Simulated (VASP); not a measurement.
A VASP calculation is set up with these files.

File KPOINTS:
```
Automatic mesh
0
Gamma
16 16 16
0 0 0
```

### INCAR
```
! general
SYSTEM =Pt
PREC   =Accurate
ENCUT  =500   ! plane-wave cut-off (eV)
LREAL  =.FALSE.
LASPH  =.TRUE.   ! aspherical one-centre terms

! electronic loop
EDIFF  =1E-6
NELM   =100   ! most electronic steps
ALGO   =Normal   ! blocked Davidson
LMAXMIX=6

! smearing
ISMEAR =1
SIGMA  =0.1   ! width (eV)

! functional
GGA    =PE

! ions
IBRION =2   ! conjugate gradients
NSW    =40   ! most ionic steps
ISIF   =3   ! ions, shape and volume
EDIFFG =-0.02
PSTRESS=100

! output
LWAVE  =.FALSE.
LCHARG =.FALSE.
```

**POSCAR**
```
Pt
1
    0.0000000000     1.9709744917     1.9709744917
    1.9709744917     0.0000000000     1.9709744917
    1.9709744917     1.9709744917     0.0000000000
Pt
1
Direct
  0.0000000000   0.0000000000   0.0000000000
```

POTCAR, in this order: Pt (PBE.64 set). Program: vasp_std.

Problem. Write an equivalent input for Ansatz.

Solution. One equivalent input (not run):
Ansatz 0.2 input:
```yaml
crystal:
  lattice:
    - [0.0000000, 1.9709745, 1.9709745]
    - [1.9709745, 0.0000000, 1.9709745]
    - [1.9709745, 1.9709745, 0.0000000]
  atoms:
    - { symbol: Pt, position: [0.0000000, 0.0000000, 0.0000000] }
kpoints:
  mp_grid: { grid: [16, 16, 16] }
hamiltonian:
  xc: pbe
  pseudopotentials: { kind: paw }
scf:
  occupations: { method: methfessel_paxton, width: 0.1 }
  max_iter: 100
relax:
  max_steps: 40
  f_tol: 0.02
  cell: { p_target: 10 }
output: { forces: true, stress: true, eigenvalues: true }
```
The two are equivalent in intent, not identical: each code has its own PAW files, so the cut-off isn't converted (ENCUT is set for VASP's; basis.ecutwfc is left out, and Ansatz then takes the one that its files recommend); Ansatz stops its SCF on the density residual and VASP on the energy change (EDIFF).

The compound is Pt in the fcc structure. This run relaxes it under an external pressure of 10 GPa. Symmetry was kept, so distortions that lower it aren't found.
